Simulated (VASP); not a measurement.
Here is the system:

```
CaO
1.0
    2.89323     0.00000     0.00000
    0.00000     2.89323     0.00000
    0.00000     0.00000     2.89323
Ca O
1 1
Cartesian
  0.00000   0.00000   0.00000
  1.44661   1.44661   1.44661
```

Computed with PBEsol GGA, VASP's PBE PAW potentials (set 64) (plane waves; VASP). Settings: 520 eV cut-off, 10×10×10 Γ-centred mesh, tetrahedra with Blöchl corrections, potentials Ca_sv O.

**Question.** Tabulate the total density of states (states/eV per cell) against energy (eV; zero at the valence-band maximum or, without a gap, the Fermi level).

**Answer.** 
(E (eV), DOS (states/eV)): (-9.97, 0.00); (-9.73, 0.00); (-9.61, 0.00); (-9.37, 0.00); (-9.13, 0.00); (-9.01, 0.00); (-8.77, 0.00); (-8.53, 0.00); (-8.29, 0.00); (-8.17, 0.00); (-7.93, 0.00); (-7.69, 0.00); (-7.57, 0.00); (-7.33, 0.00); (-7.09, 0.00); (-6.97, 0.00); (-6.73, 0.00); (-6.49, 0.00); (-6.25, 0.00); (-6.13, 0.00); (-5.89, 0.00); (-5.65, 0.00); (-5.53, 0.00); (-5.29, 0.00); (-5.05, 0.00); (-4.93, 0.00); (-4.69, 0.00); (-4.45, 0.00); (-4.33, 0.00); (-4.09, 0.00); (-3.85, 0.02); (-3.61, 0.26); (-3.49, 0.37); (-3.25, 0.94); (-3.01, 1.67); (-2.89, 2.25); (-2.65, 2.97); (-2.41, 2.11); (-2.29, 1.60); (-2.05, 1.69); (-1.81, 1.59); (-1.57, 1.54); (-1.45, 1.62); (-1.21, 1.59); (-0.97, 1.82); (-0.85, 2.18); (-0.61, 3.42); (-0.37, 0.81); (-0.25, 0.32); (-0.01, 0.01); (0.23, 0.00); (0.47, 0.00); (0.59, 0.00); (0.83, 0.00); (1.07, 0.00); (1.19, 0.00); (1.43, 0.00); (1.67, 0.00); (1.79, 0.00); (2.03, 0.00); (2.27, 0.00); (2.39, 0.00); (2.63, 0.00); (2.87, 0.07); (3.11, 0.17); (3.23, 0.24); (3.47, 0.39); (3.71, 0.61); (3.83, 0.77); (4.07, 1.08); (4.31, 1.75); (4.43, 1.39); (4.67, 0.76); (4.91, 0.74); (5.15, 0.82); (5.27, 0.88); (5.51, 0.97); (5.75, 1.19); (5.87, 1.43); (6.11, 2.22)
Within 2 eV below the valence-band maximum the largest weight inside VASP's projection spheres is O p.

The structure was generated: CaO was put into the CsCl type type (Pm-3m), which need not be its known phase. It was relaxed first, which changed the volume by -22 %.
